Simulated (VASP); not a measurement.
Input:

```xyz
2
Lattice="0.0000 3.2577 3.2577 3.2577 0.0000 3.2577 3.2577 3.2577 0.0000" Properties=species:S:1:pos:R:3 pbc="T T T"
Ba     0.0000     0.0000     0.0000
Te     3.2577     3.2577     3.2577
```

Method: PBEsol GGA, VASP's PBE PAW potentials (set 64) (plane waves; VASP 6.6.1). Numerical set-up: 500 eV cut-off, 7×7×7 Γ-centred mesh, Gaussian smearing of 0.050 eV, potentials Ba_sv Te.

Q: Estimate the energy per atom (σ→0), pressure.

A: 
The energy per atom (σ→0) is -4.394 eV/atom and the pressure comes out as 10.00 GPa.

The absolute energy has meaning only against runs of the same code, potentials and settings.

The compound is BaTe in the rock salt structure. It was relaxed first under an external pressure of 10 GPa.
